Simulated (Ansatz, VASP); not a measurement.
## ZrB in two plane-wave programs

One calculation is typed for both programs; each brings its own data sets. How far apart do they land? The cell is taken from a series of runs on this material, whose earlier steps may have relaxed, scaled, displaced or heated it; both programs get it as it stands.

Program: Ansatz 0.2.0. Level of theory: plane waves, with VASP 6.6.1 beside it; relaxation of cell and atoms at LDA and zone-centre phonons at LDA. Results are calculated unless marked as measured.

## 1. The starting structure

It takes space group Fm-3m (No. 225, cubic). Conventional cell: a = 4.830 Å, b = 4.830 Å, c = 4.830 Å, α = 90.00°, β = 90.00°, γ = 90.00°. Zr has 6 B at 2.42 Å nearest. Nearest to B lie 6 Zr at 2.42 Å. Farther neighbours are not listed.

As a file:

```xyz
2
Lattice="-2.4152 0.0000 2.4152 0.0000 2.4152 2.4152 -2.4152 2.4152 0.0000" Properties=species:S:1:pos:R:3 pbc="T T T"
Zr    0.0000    0.0000    0.0000
B    -2.4152    2.4152    2.4152
```

## 2. VASP: relaxation of cell and atoms, LDA

The relaxed volume is the usual yardstick between codes: in a stiff, nearly cubic crystal its relative difference is about their pressure difference at one cell divided by the bulk modulus.

Lines of VASP's logs that name or quote its potential files are left out, and so is its time.

The input, INCAR:

```
SYSTEM = ZrB
PREC = Accurate
ENCUT = 500
EDIFF = 1E-07
NELM = 120
ISMEAR = 0
SIGMA = 0.1
LREAL = .FALSE.
ALGO = Normal
GGA = CA
NBANDS = 13
LASPH = .TRUE.
LORBIT = 11
LWAVE = .FALSE.
LCHARG = .FALSE.
ISIF = 3
IBRION = 2
NSW = 80
EDIFFG = -0.005
GGA_COMPAT = .FALSE.
NELMIN = 4
KPAR = 2
```

The input, POSCAR:

```
ZrB
1.0
   -2.4151670000      0.0000000000      2.4151670000
    0.0000000000      2.4151670000      2.4151670000
   -2.4151670000      2.4151670000      0.0000000000
Zr B
1 1
Direct
    0.0000000000      0.0000000000      0.0000000000
    0.5000000000      0.5000000000      0.5000000000
```

The input, KPOINTS:

```
Automatic mesh
0
Gamma
12 12 12
0 0 0
```

Potentials, in the order of the species: Zr_sv and B (LDA family, release 64).

Run with:

```bash
$ mpirun -np 2 vasp_std
```

Numbers of over 12 decimals in the logs are rounded to 6 here.

The program printed:

```text
[banner, memory and clock lines left out]
running    2 mpi-ranks, on    1 nodes
 distrk:  each k-point on    1 cores,    2 groups
 distr:  one band on    1 cores,    1 groups

 POSCAR found type information on POSCAR ZrB
 POSCAR found :  2 types and       2 ions
 LDA part: xc-table for (Slater(with rela. corr.)+CA(PZ))
 , standard interpolation
 POSCAR, INCAR and KPOINTS ok, starting setup
 FFT: planning ... GRIDC
 FFT: planning ... GRID_SOFT
 FFT: planning ... GRID
 WAVECAR not read
 entering main loop
       N       E                     dE             d eps       ncg     rms          rms(c)
DAV:   1     0.921594226403E+02    0.92159E+02   -0.76483E+03  1872   0.107E+03
DAV:   2    -0.154013005281E+02   -0.10756E+03   -0.10231E+03  2272   0.290E+02
DAV:   3    -0.193266656435E+02   -0.39254E+01   -0.38684E+01  2879   0.470E+01
DAV:   4    -0.194183504101E+02   -0.91685E-01   -0.91644E-01  2252   0.680E+00
DAV:   5    -0.194203696559E+02   -0.20192E-02   -0.20192E-02  2766   0.753E-01    0.186E+01
DAV:   6    -0.175462484936E+02    0.18741E+01   -0.41549E+00  2098   0.155E+01    0.660E+00
DAV:   7    -0.175302908742E+02    0.15958E-01   -0.25440E-01  2730   0.358E+00    0.303E+00
DAV:   8    -0.175258609168E+02    0.44300E-02   -0.23893E-02  2287   0.134E+00    0.161E-01
DAV:   9    -0.175258335283E+02    0.27388E-04   -0.18913E-03  2616   0.250E-01    0.101E-01
DAV:  10    -0.175258844520E+02   -0.50924E-04   -0.19144E-04  2167   0.159E-01    0.907E-03
DAV:  11    -0.175258840726E+02    0.37940E-06   -0.59021E-06  2354   0.241E-02    0.304E-03
DAV:  12    -0.175258837216E+02    0.35101E-06   -0.37377E-07  2078   0.726E-03    0.726E-04
DAV:  13    -0.175258837147E+02    0.68756E-08   -0.29375E-08  1066   0.177E-03
   1 F= -.17525884E+02 E0= -.17523501E+02  d E =-.175259E+02
 curvature:   0.00 expect dE= 0.000E+00 dE for cont linesearch  0.000E+00
 trial: gam= 0.00000 g(F)=  0.937E-61 g(S)=  0.456E-03 ort = 0.000E+00 (trialstep = 0.100E+01)
 search vector abs. value=  0.456E-03
 bond charge predicted
       N       E                     dE             d eps       ncg     rms          rms(c)
DAV:   1    -0.175293009509E+02   -0.34172E-02   -0.10637E-01  2022   0.348E+00    0.699E-01
DAV:   2    -0.175261307841E+02    0.31702E-02   -0.82439E-03  2052   0.104E+00    0.176E-01
DAV:   3    -0.175256997765E+02    0.43101E-03   -0.28242E-03  2770   0.412E-01    0.971E-02
DAV:   4    -0.175257686699E+02   -0.68893E-04   -0.72880E-05  2286   0.736E-02    0.428E-02
DAV:   5    -0.175258141660E+02   -0.45496E-04   -0.10196E-04  2922   0.580E-02    0.299E-02
DAV:   6    -0.175258264614E+02   -0.12295E-04   -0.11413E-05  3256   0.243E-02    0.792E-03
DAV:   7    -0.175258268642E+02   -0.40282E-06   -0.66932E-07  2157   0.876E-03    0.196E-03
DAV:   8    -0.175258268734E+02   -0.92211E-08   -0.32221E-08  1146   0.229E-03
   2 F= -.17525827E+02 E0= -.17523454E+02  d E =0.568413E-04
 trial-energy change:    0.000057  1 .order    0.000056   -0.000456    0.000568
 step:   0.4452(harm=  0.4452)  dis= 0.00000  next Energy=   -17.525985 (dE=-0.102E-03)
 bond charge predicted
       N       E                     dE             d eps       ncg     rms          rms(c)
DAV:   1    -0.175270613781E+02   -0.12345E-02   -0.32826E-02  2027   0.193E+00    0.389E-01
DAV:   2    -0.175260767256E+02    0.98465E-03   -0.24802E-03  2042   0.574E-01    0.978E-02
DAV:   3    -0.175259458889E+02    0.13084E-03   -0.89483E-04  2775   0.231E-01    0.549E-02
DAV:   4    -0.175259673689E+02   -0.21480E-04   -0.22611E-05  2263   0.417E-02    0.237E-02
DAV:   5    -0.175259813197E+02   -0.13951E-04   -0.31198E-05  2874   0.323E-02    0.168E-02
DAV:   6    -0.175259851624E+02   -0.38426E-05   -0.36364E-06  3264   0.137E-02    0.437E-03
DAV:   7    -0.175259852815E+02   -0.11912E-06   -0.20350E-07  1844   0.486E-03    0.107E-03
DAV:   8    -0.175259852843E+02   -0.27803E-08   -0.13339E-08  1026   0.148E-03
   3 F= -.17525985E+02 E0= -.17523607E+02  d E =-.101570E-03
 curvature:  -0.22 expect dE=-0.215E-08 dE for cont linesearch -0.215E-08
 trial: gam= 0.00000 g(F)=  0.276E-61 g(S)=  0.965E-08 ort =-0.210E-05 (trialstep = 0.889E+00)
 search vector abs. value=  0.975E-08
 reached required accuracy - stopping structural energy minimisation
```

From OUTCAR (step 2):

```text
ion  position               nearest neighbor table
   1  0.000  0.000  0.000-   2 2.42   2 2.42   2 2.42   2 2.42   2 2.42   2 2.42
   2  0.500  0.500  0.500-   1 2.42   1 2.42   1 2.42   1 2.42   1 2.42   1 2.42

  LATTYP: Found a face centered cubic cell.
 ALAT       =     4.8303340000

 Subroutine GETGRP returns: Found 48 space group operations
 (whereof 48 operations were pure point group operations)

The static configuration has the point symmetry O_h .

 Found     72 irreducible k-points:

   k-points           NKPTS =     72   k-points in BZ     NKDIM =     72   number of bands    NBANDS=     13

   dimension x,y,z NGX =    28 NGY =   28 NGZ =   28
   dimension x,y,z NGXF=    56 NGYF=   56 NGZF=   56

   ENCUT  =  500.0 eV  36.75 Ry    6.06 a.u.   6.23  6.23  6.23*2*pi/ulx,y,z

   NELECT =      15.0000    total number of electrons

 k-points in reciprocal lattice and weights: Automatic mesh
   0.00000000  0.00000000  0.00000000       0.001
   0.08333333  0.00000000  0.00000000       0.005
   0.16666667  0.00000000  0.00000000       0.005
   0.25000000  0.00000000  0.00000000       0.005
   0.33333333  0.00000000  0.00000000       0.005
   0.41666667  0.00000000  0.00000000       0.005
   0.50000000  0.00000000  0.00000000       0.002
   0.08333333  0.08333333  0.00000000       0.003
   0.16666667  0.08333333  0.00000000       0.014
[...]
-0.33333333  0.50000000  0.16666667       0.007
  -0.25000000  0.50000000  0.25000000       0.003

 average (electrostatic) potential at core
       1 -74.0012       2 -28.5662

 E-fermi :   7.7292

 k-point     1 :       0.0000    0.0000    0.0000
  band No.  band energies     occupation
      1     -39.2754      2.00000
      2     -17.2340      2.00000
      3     -17.2339      2.00000
      4     -17.2339      2.00000
      5      -0.2801      2.00000
      6       9.4793      0.00000
      7       9.4793      0.00000
      8       9.4793      0.00000
      9      11.0084      0.00000
     10      11.0084      0.00000
    ...

 k-point     2 :       0.0833    0.0000    0.0000
  band No.  band energies     occupation
      1     -39.2706      2.00000
      2     -17.2794      2.00000
      3     -17.2385      2.00000
      4     -17.2385      2.00000
      5      -0.1162      2.00000
      6       8.9769      0.00000
      7       9.3455      0.00000
      8       9.3455      0.00000
      9      10.1257      0.00000
     10      10.1257      0.00000
    ...

 k-point     3 :       0.1667    0.0000    0.0000
  band No.  band energies     occupation
      1     -39.2573      2.00000
      2     -17.4017      2.00000
      3     -17.2508      2.00000
      4     -17.2508      2.00000
      5       0.3526      2.00000
      6       7.9748      0.00051
      7       8.4981      0.00000
      8       8.4981      0.00000
      9      10.2952      0.00000
     10      10.2952      0.00000
    ...

  Total       -0.0003652     -0.0003652     -0.0003652     -0.0000000     -0.0000000     -0.0000000
  in kB       -0.0207119     -0.0207119     -0.0207119     -0.0000000     -0.0000000     -0.0000000
  external PRESSURE =      -0.0207119 kB  Pullay stress =       0.0000000 kB

  energy-cutoff  :      500.00
  volume of cell :       28.25
      direct lattice vectors                 reciprocal lattice vectors
    -2.417225914 -0.000000000  2.417225914    -0.206848684 -0.206848684  0.206848684
    -0.000000000  2.417225914  2.417225914     0.206848684  0.206848684  0.206848684
    -2.417225914  2.417225914  0.000000000    -0.206848684  0.206848684 -0.206848684

 POSITION                                       TOTAL-FORCE (eV/Angst)
 -----------------------------------------------------------------------------------
     -0.00000      0.00000      0.00000        -0.000000      0.000000     -0.000000
     -2.41723      2.41723      2.41723         0.000000     -0.000000      0.000000
 -----------------------------------------------------------------------------------
    total drift:                               -0.000000     -0.000000      0.000000

  FREE ENERGIE OF THE ION-ELECTRON SYSTEM (eV)
  ---------------------------------------------------
  free  energy   TOTEN  =       -17.5259852843 eV

  energy  without entropy=      -17.5212283297  energy(sigma->0) =      -17.52360681

 reached required accuracy - stopping structural energy minimisation

 total charge
# of ion       s       p       d       tot
------------------------------------------
    1        2.190   6.022   1.707   9.919
    2        0.770   1.039   0.000   1.809
--------------------------------------------------
tot          2.960   7.061   1.707  11.728

[... 3 further parts left out ...]
```

CONTCAR:

```
ZrB
   1.00000000000000
    -2.4172259137795171   -0.0000000000000000    2.4172259137795171
    -0.0000000000000000    2.4172259137795171    2.4172259137795171
    -2.4172259137795171    2.4172259137795171    0.0000000000000000
  Zr              B
     1     1
Direct
     0.0000000000000000    0.0000000000000000    0.0000000000000000
     0.5000000000000000    0.5000000000000000    0.5000000000000000
```

The run keeps the 48 symmetry operations of its start, so it cannot find a distortion of lower symmetry.

## 3. Ansatz: relaxation of cell and atoms, LDA

Ansatz runs on its default PAW (the set named soft_2) files.

The same cell, functional (in two slightly different forms), mesh and smearing now go to Ansatz, which takes its cutoff from its data sets.

The input, input.yaml:

```yaml
crystal:
  lattice:
    - [-2.4151673286, 0.0, 2.4151673286]
    - [0.0, 2.4151673286, 2.4151673286]
    - [-2.4151673286, 2.4151673286, 0.0]
  atoms:
    - { symbol: Zr, position: [0.0, 0.0, 0.0] }
    - { symbol: B, position: [0.5, 0.5, 0.5] }
kpoints:
  mp_grid: { grid: [12, 12, 12] }
hamiltonian:
  xc: lda
scf:
  occupations: { method: gaussian, width: 0.1 }
output:
  forces: true
  stress: true
  eigenvalues: true
  write_density: true
  write_potential: true
  elf: true
  volumetric_format: npy
relax:
  adjacent_minimum: "off"
  f_tol: 0.003
  max_steps: 80
  cell: { stress_tol: 0.03 }
```

Run with:

```bash
$ ansatz run input.yaml --threads 4 --pin off --max-ram 8192MiB --backend cpu --events-out ev --progress --plain --runs-dir out
```

The program printed:

```text
Engine: ansatz 0.2.0, x86_64-unknown-linux-gnu
Pseudopotentials: kind: paw
Pseudopotential: Zr, paw, valence charge 12, recommended cutoff 420 eV (normal), Zr.paw.azcp
Pseudopotential: B, paw, valence charge 3, recommended cutoff 420 eV (normal), B.paw.azcp
Functional definition: SPW92
  exchange = slater_x
  correlation = pw_c
Crystal: 2 atoms, lattice volume = 28.176 Å³
Basis set: ecut = 420 eV, 537 PW (Γ)
Bands: 12, of which v1, the nominal top of the filled ones, is band 8 counted from 1 (7 counted from 0)
Symmetry: 48 space group operations
Space group: Fm-3m (ITA 225), of the structure as read, at distance tolerance 3.0e-5 Å
k-points: 72 of 1728
Non-local potential: Zr, projectors of the file, l = 0: 3, l = 1: 2, l = 2: 2, l = 3: 2
Non-local potential: B, projectors of the file, l = 0: 2, l = 1: 2, l = 2: 1
PAW form: soft (Blöchl's): semilocal exchange-correlation on the pseudo side does not see the compensation charge
PAW frozen core: Zr, regenerated for the run's functional, and the local potential with it (the file was generated under x = pbe(κ = 0.804, μ = 0.219515), c = pbe(β = 0.066725))
PAW frozen core: B, regenerated for the run's functional, and the local potential with it (the file was generated under x = pbe(κ = 0.804, μ = 0.219515), c = pbe(β = 0.066725))
PAW one-centre angular grid: Zr, 590 points (default); XC on 64 Gauss nodes
PAW one-centre angular grid: B, 110 points (default); XC on 64 Gauss nodes
Initial density: superposition of atomic densities (neutral atoms: chi_scale 0, normalization atom), corrected by the library's trained network
Initial wavefunctions: pseudopotential atomic-orbital guess
Functional: x = slater, c = lda
SCF iter   1: F=—  HF=-4228.008759 eV  |F-HF|=—  |Δ(HF+E_count)|=         —  Δρ=4.81e-3  dr2=2.23e-3  ethr=1.77e-3  ⟨swp⟩=5.0  Hψ=4318  notcnv=0
preconditioner: auto → none  [metal: Δε(μ)=0.086 eV  Ē_g=7.299 eV  σ=0.100 eV  W_gap=0.43  n_scr=8 (ndim 8)  ℏωp=18.5 eV  f_vac=0.000  D(μ)=0.95/eV (n_scr^D=8)  sad-step TF]
SCF iter   2: F=—  HF=-4228.008304 eV  |F-HF|=—  |Δ(HF+E_count)|=   4.55e-4  Δρ=2.81e-3  dr2=8.02e-4  ethr=1.48e-5  ⟨swp⟩=2.1  Hψ=1682  notcnv=0
SCF iter   3: F=—  HF=-4228.008172 eV  |F-HF|=—  |Δ(HF+E_count)|=   1.32e-4  Δρ=4.98e-4  dr2=6.17e-5  ethr=5.35e-6  ⟨swp⟩=2.0  Hψ=1358  notcnv=0
SCF iter   4: F=—  HF=-4228.008150 eV  |F-HF|=—  |Δ(HF+E_count)|=   2.20e-5  Δρ=2.04e-4  dr2=6.92e-6  ethr=4.11e-7  ⟨swp⟩=2.6  Hψ=1307  notcnv=0
SCF iter   5: F=—  HF=-4228.008149 eV  |F-HF|=—  |Δ(HF+E_count)|=   8.19e-7  Δρ=8.26e-5  dr2=2.66e-6  ethr=4.61e-8  ⟨swp⟩=2.0  Hψ=1307  notcnv=0
SCF iter   6: F=—  HF=-4228.008149 eV  |F-HF|=—  |Δ(HF+E_count)|=   8.01e-7  Δρ=2.78e-5  dr2=1.43e-7  ethr=1.77e-8  ⟨swp⟩=2.0  Hψ=1061  notcnv=0
SCF iter   7: F=-4228.008148 eV  HF=-4228.008148 eV  |F-HF|=4.80e-10  |Δ(HF+E_count)|=   7.00e-8  Δρ=2.12e-6  dr2=6.78e-10  ethr=6.67e-10  ⟨swp⟩=8.1  Hψ=4480  notcnv=0
SCF 1 converged in 7 iterations: F = -4228.008148 eV  dr2 = 6.78e-10
  greatest PAW one-centre occupation: 0.997 electrons in one spin orbital (limit 2), on the Zr atom at site 0 (counted from 0), in its partial waves of l = 0
relax step   1: F+E_penalty+E_count = -4228.00814847 eV  Δ(F+E_penalty+E_count) = +0.000e0 eV  max|allowed force component| = 1.586e-30 eV/Å  Δτ_max = 0.0000 Å  P = +0.092 GPa  Ω = 28.176 Å³  (7 SCF iters, dr2 threshold 1.00e-7 eV, accepted)
[...]
relax step   2: F+E_penalty+E_count = -4228.00813200 eV  Δ(F+E_penalty+E_count) = +1.647e-5 eV  max|allowed force component| = 2.432e-30 eV/Å  Δτ_max = 0.0000 Å  P = -0.091 GPa  Ω = 28.204 Å³  energy of the carried Pulay correction = -1.654e-5 eV  (3 SCF iters, dr2 threshold 2.11e-8 eV, accepted)
[...]
relax step   3: F+E_penalty+E_count = -4228.00814432 eV  Δ(F+E_penalty+E_count) = -1.231e-5 eV  max|allowed force component| = 3.353e-30 eV/Å  Δτ_max = 0.0000 Å  P = -0.000 GPa  Ω = 28.190 Å³  energy of the carried Pulay correction = -8.319e-6 eV  (3 SCF iters, dr2 threshold 2.06e-8 eV, accepted)
[...]
relax step   4: F+E_penalty+E_count = -4228.00814918 eV  Δ(F+E_penalty+E_count) = -4.861e-6 eV  max|allowed force component| = 2.136e-30 eV/Å  Δτ_max = 0.0000 Å  P = +0.000 GPa  Ω = 28.190 Å³  stress off target by 1.63e-4 GPa  SCF on the basis re-selected at this cell (its energy is not comparable with the rows above)  (4 SCF iters)
basis re-selected at this cell: Δ(F+E_penalty+E_count) = -4.861e-6 eV, ΔP = +0.000 GPa vs the last step (what re-selecting the basis moved, of the pressure what is left beyond the Pulay correction that the steps carried, after the strain that the cell walked since its last selection, with what the two solves' SCF thresholds leave and, on support functions, any second-order correction that the steps lacked; it is no m [...]
SCF converged after 4 iterations
Free energy (F): -4228.008149 eV
Harris-Foulkes:  -4228.008149 eV  (|F-HF|=2.73e-12)
Internal energy: -4228.003413 eV  (E = F + TS)
E sigma→0 (E₀):  -4228.005781 eV
Entropy (-TS):   -0.004736 eV (-2.368 meV/atom)
Fermi energy:    12.544839 eV
--- Per-component energies (eV) ---
  E_band       = -74.638392
  E_kinetic    = 381.630491
  E_local      = -622.440650  (includes V_loc(G=0)·N_el)
  E_nonlocal   = 96.610327
  E_hartree    = 192.727316
  E_xc         = -193.047812
  E_vxc        = -229.426808  (∫ρ·V_xc dr)
  E_paw        = -2921.557984  (= ΣΔE_a)
  E_vpaw       = -86.466383  (= ΣTr[D̂ρ^β])
  E_aug_tail   = 0.000022  (compensation charges beyond the density's cutoff)
  E_ewald      = -1162.341358
  E_core_change = 0.416235  (= ΣΔE_core)
  E_smearing   = -0.004736  (= −TS)
  E_closure    = -0.000000  (closes the sum)
  Σ components = -4228.008149   (vs F -4228.008149, Δ=0.00e0)
--- Forces (eV/Å), atoms counted from 1 ---
  atom   1  Zr     0.00000000     0.00000000    -0.00000000
  atom   2  B     -0.00000000    -0.00000000     0.00000000
  max |Σ_I F_I| component: 3.09e-30 eV/Å
--- Stress (GPa, compression-positive) ---
        0.000163      -0.000000      -0.000000
       -0.000000       0.000163      -0.000000
        0.000000      -0.000000       0.000163
  P = ⅓ Tr σ = 0.0002 GPa (0.002 kbar)
--- Band table (eV; the first three rows and the last of 72) ---
  k-point 0: bands = [... 4 lower, 4.5142, 14.3002, 14.3002, 14.3002, 15.8331, 15.8331, 16.0803, 16.0803]
  k-point 1: bands = [... 4 lower, 4.6787, 13.7959, 14.1656, 14.1656, 14.9473, 14.9473, 16.3135, 17.4256]
  k-point 2: bands = [... 4 lower, 5.1492, 12.7911, 13.3159, 13.3159, 15.1177, 15.1177, 16.6516, 19.0501]
  k-point 71: bands = [... 4 lower, 7.2832, 11.5175, 11.5175, 11.6362, 17.1646, 17.1646, 18.5512, 19.7410]
--- Relaxed structure (3 steps of the walk, 3 accepted, 1 SCFs on fresh bases) ---
  F+E_penalty+E_count = -4228.00814918 eV   max|allowed force component| = 2.136e-30 eV/Å   (the final SCF, on the basis selected at the relaxed cell)
  cell:  # Å, volume = 28.1900 Å³
    - [-2.415583, 0, 2.415583]
    - [0, 2.415583, 2.415583]
    - [-2.415583, 2.415583, 0]
  atoms:
    - { symbol: Zr, position: [0, 0, 0] }
    - { symbol: B, position: [0.5, 0.5, 0.5] }
```

## 4. Comparison

Known differences besides the potentials themselves: the two LDA forms differ slightly; the cutoff is 420 eV in Ansatz and 500 eV in VASP; VASP's log shows a relativistic correction to its local exchange, Ansatz's none; Ansatz adds a Pulay correction to the stress that steers its cell, VASP none. Total energies have different zeros and are not compared.

Both answers:

```
                                         quantity  Ansatz   VASP  difference
                                      volume (Å³)   28.19  28.25     -0.20 %
edge a after relaxation, in the typed setting (Å)   3.416  3.418     -0.07 %
```

(Continued in part 2 of 2.)

[Lines on the potential files, build, host, timing and source positions are cut from VASP's logs without a mark.]

[Logs are printed without paths, hosts, clocks, repeated set-up lines and the standing remarks that a program may print on its own settings, such as how far it seeks lower states.]

[Hosts, paths, dates, database ids (printed as entryN), source tags and the programs' standing remarks are cut or masked in the printed files.]
